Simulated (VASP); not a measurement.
```yaml
crystal:
  lattice:
    - [-1.59384, 1.59384, 3.89148]
    - [1.59384, -1.59384, 3.89148]
    - [1.59384, 1.59384, -3.89148]
  atoms:
    - { symbol: Si, position: [0.66534, 0.66534, 0.00000] }
    - { symbol: Si, position: [0.33466, 0.33466, 0.00000] }
    - { symbol: W, position: [0.00000, 0.00000, 0.00000] }
```

These are LDA (Ceperley-Alder, Perdew-Zunger), VASP's LDA PAW potentials (set 64) (plane waves; VASP) values and carry that method's errors. Settings: 520 eV cut-off, Gaussian smearing of 0.050 eV, potentials Si W_sv.

Unless said otherwise, spin-orbit coupling is left out, though it shifts the bands of the heavy elements here.

Question: What does the run give for the band gap (along the path) with the smallest direct gap where there is one?

Answer: 
```json
{
 "band gap (along the path)": "none (metal, semimetal or under 0.01 eV)"
}
```

The compound is WSi2 in the MoSi2 type structure. It was relaxed first.
